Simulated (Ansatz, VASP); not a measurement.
# Mg3ZnTeSe3 in two plane-wave programs, part 3 of 3

One calculation is typed for both programs; each brings its own data sets. How far apart do they land? The cell is generated by rule, not measured, and may not be a known phase. The cell is taken from a series of runs on this material, whose earlier steps may have relaxed, scaled, displaced or heated it; both programs get it as it stands.

VASP 6.6.1 and Ansatz 0.2.0.

So far: The structure; VASP: zone-centre phonons, PBEsol.

The structure was built from a prototype and need not be the compound's stable phase.

**3. Ansatz: zone-centre phonons, PBEsol**

Level of this step: Ansatz beside VASP: Kohn-Sham DFT, plane waves, PBEsol (Ansatz).

Ansatz runs on its default PAW (the set named soft_2) files.

The same cell, functional and mesh now go to Ansatz, which takes its cutoff from its data sets.

input.yaml reads:

```yaml
crystal:
  lattice:
    - [3.0021244931, 3.0021244931, 0.0]
    - [-2.9742209563, 2.9742209563, 0.0]
    - [0.0, 0.0, 11.9654957408]
  atoms:
    - { symbol: Mg, position: [0.5, 0.5, 0.2599557202] }
    - { symbol: Mg, position: [0.0, 0.0, 0.5066750711] }
    - { symbol: Mg, position: [0.5, 0.5, 0.7521284137] }
    - { symbol: Se, position: [0.0, 0.5, 0.3821112208] }
    - { symbol: Se, position: [0.5, 1.0, 0.6280694334] }
    - { symbol: Se, position: [0.0, 0.5, 0.8737201864] }
    - { symbol: Te, position: [0.5, 1.0, 0.1121368966] }
    - { symbol: Zn, position: [0.0, 0.0, -0.0147969423] }
kpoints:
  mp_grid: { grid: [8, 8, 2] }
hamiltonian:
  xc: pbesol
scf:
  occupations: { method: fixed }
output:
  eigenvalues: true
phonons:
  method: dfpt
```

Launch:

```
$ ansatz run input.yaml --threads 8 --pin off --max-ram 14336MiB --backend cpu --events-out ev --progress --plain --runs-dir out
```

Numbers of over 12 decimals in the logs are rounded to 6 here.

The program printed:

```text
Engine: ansatz 0.2.0, x86_64-unknown-linux-gnu
Pseudopotentials: kind: paw
Pseudopotential: Mg, paw, valence charge 10, recommended cutoff 420 eV (normal), Mg.paw.azcp
Pseudopotential: Se, paw, valence charge 16, recommended cutoff 420 eV (normal), Se.paw.azcp
Pseudopotential: Te, paw, valence charge 16, recommended cutoff 420 eV (normal), Te.paw.azcp
Pseudopotential: Zn, paw, valence charge 12, recommended cutoff 420 eV (normal), Zn.paw.azcp
Functional definition: PBEsol
  exchange = pbesol_x
  correlation = pbesol_c
Crystal: 8 atoms, lattice volume = 213.679 Å³
Basis set: ecut = 420 eV, 4135 PW (Γ), exchange–correlation on 60×60×160 points (8 copies of the dense FFT grid, shifted against one another)
Bands: 64, of which v1, the nominal top of the filled ones, is band 53 counted from 1 (52 counted from 0)
Symmetry: 4 space group operations
k-points: 68 of 128 (irreducible under 1 space group operation, time reversal used)
Non-local potential: Mg, projectors of the file, l = 0: 3, l = 1: 2, l = 2: 1
Non-local potential: Se, projectors of the file, l = 0: 2, l = 1: 2, l = 2: 3, l = 3: 1
Non-local potential: Te, projectors of the file, l = 0: 2, l = 1: 2, l = 2: 2, l = 3: 2
Non-local potential: Zn, projectors of the file, l = 0: 2, l = 1: 2, l = 2: 3, l = 3: 1
PAW form: soft (Blöchl's): semilocal exchange-correlation on the pseudo side does not see the compensation charge
PAW frozen core: Mg, regenerated for the run's functional, and the local potential with it (the file was generated under x = pbe(κ = 0.804, μ = 0.219515), c = pbe(β = 0.066725))
PAW frozen core: Se, regenerated for the run's functional, and the local potential with it (the file was generated under x = pbe(κ = 0.804, μ = 0.219515), c = pbe(β = 0.066725))
PAW frozen core: Te, regenerated for the run's functional, and the local potential with it (the file was generated under x = pbe(κ = 0.804, μ = 0.219515), c = pbe(β = 0.066725))
PAW frozen core: Zn, regenerated for the run's functional, and the local potential with it (the file was generated under x = pbe(κ = 0.804, μ = 0.219515), c = pbe(β = 0.066725))
PAW one-centre angular grid: Mg, 110 points (default); XC on 64 Gauss nodes
PAW one-centre angular grid: Se, 590 points (default); XC on 64 Gauss nodes
PAW one-centre angular grid: Te, 590 points (default); XC on 64 Gauss nodes
PAW one-centre angular grid: Zn, 590 points (default); XC on 64 Gauss nodes
Initial density: superposition of atomic densities (neutral atoms: chi_scale 0, normalization atom), corrected by the library's trained network
Initial wavefunctions: pseudopotential atomic-orbital guess
Functional: x = pbesol(κ = 0.804, μ = 0.123457), c = pbesol(β = 0.046)
SCF iter   1: F=—  HF=-32199.013549 eV  |F-HF|=—  |Δ(HF+E_count)|=         —  Δρ=2.50e-3  dr2=1.84e-2  ethr=1.77e-3  ⟨swp⟩=5.3  Hψ=14241  notcnv=0  defer=583
preconditioner: auto → Resta (q_TF=auto, 2.427 Å⁻¹)  ε∞=3.7  [insulator: Δε(μ)=1.527 eV  Ē_g=9.941 eV  n_scr=56 (ndim 8)  ℏωp=16.5 eV  f_vac=0.115  ε∞_Penn≈3.7]
SCF iter   2: F=—  HF=-32199.008563 eV  |F-HF|=—  |Δ(HF+E_count)|=   4.99e-3  Δρ=1.12e-3  dr2=4.24e-3  ethr=1.74e-5  ⟨swp⟩=3.3  Hψ=9251  notcnv=0  defer=612
SCF iter   3: F=—  HF=-32199.008242 eV  |F-HF|=—  |Δ(HF+E_count)|=   3.21e-4  Δρ=6.95e-4  dr2=1.12e-3  ethr=4.00e-6  ⟨swp⟩=2.0  Hψ=5364  notcnv=0  defer=612
SCF iter   4: F=—  HF=-32199.008132 eV  |F-HF|=—  |Δ(HF+E_count)|=   1.10e-4  Δρ=2.93e-4  dr2=2.02e-4  ethr=1.06e-6  ⟨swp⟩=2.0  Hψ=5279  notcnv=0  defer=612
SCF iter   5: F=—  HF=-32199.008175 eV  |F-HF|=—  |Δ(HF+E_count)|=   4.27e-5  Δρ=8.55e-5  dr2=2.42e-5  ethr=1.91e-7  ⟨swp⟩=2.0  Hψ=5442  notcnv=0  defer=447
SCF iter   6: F=—  HF=-32199.008198 eV  |F-HF|=—  |Δ(HF+E_count)|=   2.36e-5  Δρ=3.27e-5  dr2=2.61e-6  ethr=2.28e-8  ⟨swp⟩=2.0  Hψ=5321  notcnv=0  defer=371
SCF iter   7: F=—  HF=-32199.008179 eV  |F-HF|=—  |Δ(HF+E_count)|=   1.88e-5  Δρ=8.00e-6  dr2=1.87e-7  ethr=2.46e-9  ⟨swp⟩=2.0  Hψ=7411  notcnv=0  defer=347
SCF iter   8: F=—  HF=-32199.008180 eV  |F-HF|=—  |Δ(HF+E_count)|=   3.26e-7  Δρ=2.65e-6  dr2=1.73e-8  ethr=1.76e-10  ⟨swp⟩=2.0  Hψ=7411  notcnv=0  defer=348
SCF iter   9: F=—  HF=-32199.008180 eV  |F-HF|=—  |Δ(HF+E_count)|=   1.14e-8  Δρ=8.79e-7  dr2=2.55e-9  ethr=1.63e-11  ⟨swp⟩=2.0  Hψ=7411  notcnv=0  defer=348
SCF iter  10: F=—  HF=-32199.008180 eV  |F-HF|=—  |Δ(HF+E_count)|=  4.37e-10  Δρ=3.40e-7  dr2=3.79e-10  ethr=2.40e-12  ⟨swp⟩=2.0  Hψ=7407  notcnv=0  defer=348
SCF iter  11: F=-32199.008180 eV  HF=-32199.008180 eV  |F-HF|=4.73e-11  |Δ(HF+E_count)|=  4.58e-10  Δρ=1.32e-7  dr2=6.12e-11  ethr=1.00e-12  ⟨swp⟩=16.0  Hψ=30228  notcnv=0
SCF 1 converged in 11 iterations: F = -32199.008180 eV  dr2 = 6.12e-11
  greatest PAW one-centre occupation: 1.000 electrons in one spin orbital (limit 2), on the Mg atom at site 2 (counted from 0), in its partial waves of l = 0
DFPT response loops at Γ: preconditioner auto → Resta (q_TF=auto, 2.427 Å⁻¹)  ε∞=6.3 (no band partly filled); β = 1.00, the filter's whole step (`scf.mixing.beta` (0.50) is not read by the response loops at its default; to damp them type it under 1.00, their step now; it binds the ground state too); Broyden in place of MSR1
SCF converged after 11 iterations
Free energy (F): -32199.008180 eV
Harris-Foulkes:  -32199.008180 eV  (|F-HF|=4.73e-11)
Internal energy: -32199.008180 eV  (E = F + TS)
E sigma→0 (E₀):  -32199.008180 eV
Fermi energy:    5.311335 eV
--- Per-component energies (eV) ---
  E_band       = -2593.088824
  E_kinetic    = 898.942937
  E_local      = -16647.714032  (includes V_loc(G=0)·N_el)
  E_nonlocal   = -1183.806065
  E_hartree    = 7553.252059
  E_xc         = -656.645270
  E_vxc        = -564.708269  (∫ρ·V_xc dr)
  E_paw        = -12822.471724  (= ΣΔE_a)
  E_vpaw       = -202.304973  (= ΣTr[D̂ρ^β])
  E_aug_tail   = -0.002305  (compensation charges beyond the density's cutoff)
  E_ewald      = -9344.937887
  E_core_change = 4.374108  (= ΣΔE_core)
  E_smearing   = -0.000000  (= −TS)
  E_closure    = -0.000000  (closes the sum)
  Σ components = -32199.008180   (vs F -32199.008180, Δ=0.00e0)
--- Band table (eV; the first three rows and the last of 68) ---
  k-point 0: bands = [... 49 lower, 4.1285, 4.8817, 5.1486, 5.2941, 6.8429, 7.9043, 8.6876, 8.8713, ... 7 higher]
  k-point 1: bands = [... 49 lower, 4.1858, 4.2584, 5.1061, 5.2547, 7.6785, 8.0724, 8.1846, 8.5374, ... 7 higher]
  k-point 2: bands = [... 49 lower, 4.0762, 4.6793, 4.8219, 5.1434, 7.4815, 8.1564, 8.9188, 9.1385, ... 7 higher]
  k-point 67: bands = [... 49 lower, 3.2035, 3.2103, 3.3133, 3.4731, 8.3266, 8.4671, 8.7917, 8.8783, ... 7 higher]
--- Phonons (Γ-DFPT): 16 representative perturbations + reference, on 68 of 128 k-points (Σ response iterations 56) ---
  k mesh reduced under 1 symmetry operation, with k and −k counted as one. Each operation leaves every solved perturbation unchanged. A smaller set is not used because it would not reduce the number of displacements times k-points to solve
  ASR residual: 1.240e-4 → 0.000e0 eV/Å²; symmetrization residual: 2.303e-5 eV/Å²
  ASR residual per site (eV/Å²): 5.14e-5 4.39e-5 2.81e-5 8.68e-5 5.24e-5 9.96e-5 1.24e-4 6.63e-5
  Γ frequencies (cm⁻¹): 0.00 0.00 0.00 44.79 51.06 52.19 63.74 67.96 73.90 97.69 112.63 158.26 180.62 181.54 196.46 243.87 259.25 259.96 264.47 266.43 274.23 277.57 312.13 318.29
  non-analytic LO–TO correction: not included (Born effective charges unavailable; polar crystals: no LO–TO splitting at Γ)
```

Reading the cycles: dr2 is the Hartree energy of the density residual (eV), the measure of convergence; HF is the Harris–Foulkes estimate of the energy, which meets the free energy F at convergence.

**4. Comparison**

Known differences besides the potentials themselves: fixed occupations in Ansatz, narrow Gaussian smearing in VASP; the data sets hold 106 valence electrons in Ansatz (on its default PAW (the set named soft_2) files) and 42 in VASP; the cutoff is 420 eV in Ansatz and 600 eV in VASP; Ansatz makes its cores anew for this functional, VASP keeps those of its PBE data sets. Total energies have different zeros and are not compared.

Compared:

| quantity | Ansatz | VASP | difference |
| --- | --- | --- | --- |
| optical mode 1 (cm⁻¹) | 44.8 | 45.9 | -1.1 |
| optical mode 2 (cm⁻¹) | 51.1 | 52.1 | -2.06 % |
| optical mode 3 (cm⁻¹) | 52.2 | 53.1 | -1.64 % |
| optical mode 4 (cm⁻¹) | 63.7 | 63.7 | +0.09 % |
| optical mode 5 (cm⁻¹) | 68.0 | 68.4 | -0.58 % |
| optical mode 6 (cm⁻¹) | 73.9 | 73.8 | +0.15 % |
| optical mode 7 (cm⁻¹) | 97.7 | 98.5 | -0.87 % |
| optical mode 8 (cm⁻¹) | 112.6 | 113.2 | -0.50 % |
| optical mode 9 (cm⁻¹) | 158.3 | 158.9 | -0.42 % |
| optical mode 10 (cm⁻¹) | 180.6 | 183.2 | -1.41 % |
| optical mode 11 (cm⁻¹) | 181.5 | 183.5 | -1.07 % |
| optical mode 12 (cm⁻¹) | 196.5 | 198.2 | -0.88 % |
| optical mode 13 (cm⁻¹) | 243.9 | 245.1 | -0.50 % |
| optical mode 14 (cm⁻¹) | 259.2 | 260.1 | -0.33 % |
| optical mode 15 (cm⁻¹) | 260.0 | 260.8 | -0.33 % |
| optical mode 16 (cm⁻¹) | 264.5 | 265.3 | -0.33 % |
| optical mode 17 (cm⁻¹) | 266.4 | 267.2 | -0.30 % |
| optical mode 18 (cm⁻¹) | 274.2 | 275.0 | -0.27 % |
| optical mode 19 (cm⁻¹) | 277.6 | 278.6 | -0.35 % |
| optical mode 20 (cm⁻¹) | 312.1 | 313.2 | -0.34 % |
| optical mode 21 (cm⁻¹) | 318.3 | 319.4 | -0.33 % |

Modes are paired by rising frequency, not by their patterns, so a pair may set unlike modes beside each other; they are those without the splitting of longitudinal modes.

**5. Outcome**

```json
{
 "r.m.s. difference of the optical zone-centre modes, each program's sorted by frequency (zone-centre phonons, PBEsol)": "1.1 cm⁻¹",
 "difference in optical mode 2 (zone-centre phonons, PBEsol)": "-2.1 %"
}
```

The r.m.s. difference of the optical zone-centre modes, each program's sorted by frequency is 1.1 cm⁻¹ (zone-centre phonons, PBEsol). The data sets hold unlike numbers of valence electrons (106 in Ansatz and 42 in VASP), so part of the differences comes from the potentials. Among the rows given in per cent, the largest difference of the zone-centre phonons, PBEsol pair is in optical mode 2, -2.1 %. Such differences can come from data sets, numerical settings and the points named under the comparisons, not from the functional's error against experiment.

[Lines on the potential files, build, host, timing and source positions are cut from VASP's logs without a mark.]

[Logs are printed without paths, hosts, clocks, repeated set-up lines and the standing remarks that a program may print on its own settings, such as how far it seeks lower states.]

[Hosts, paths, dates, database ids (printed as entryN), source tags and the programs' standing remarks are cut or masked in the printed files.]
